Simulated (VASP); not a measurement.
Data:

```xyz
5
Lattice="6.1570 0.0000 0.0000 0.0000 6.1570 0.0000 0.0000 0.0000 6.1570" Properties=species:S:1:pos:R:3 pbc="T T T"
Cs     0.0000     0.0000     0.0000
Sn     3.0785     3.0785     3.0785
I      3.0785     0.0000     3.0785
I      0.0000     3.0785     3.0785
I      3.0785     3.0785     0.0000
```

Level of theory: PBEsol GGA, VASP's PBE PAW potentials (set 64) (plane waves; VASP 6.6.1). Run with 400 eV cut-off, 4×4×4 Γ-centred mesh, Gaussian smearing of 0.050 eV, potentials Cs_sv Sn_d I.

Unless said otherwise, spin-orbit coupling is left out, though it shifts the bands of the heavy elements here.

Task: Predict the energy per atom (σ→0), band gap (on the k-mesh) with the smallest direct gap where there is one.

Result: 
```json
{
  "band gap (on the k-mesh)": "0.14 eV",
  "smallest direct gap (on the k-mesh)": "0.14 eV",
  "energy per atom (σ→0)": "-3.001 eV/atom"
}
```

Only differences to runs with the same potentials and settings are physical.

The compound is CsSnI3 in the cubic perovskite structure, the ideal cubic form; the compound distorts at low or room temperature. It was relaxed first. The start is the result of an earlier pass.
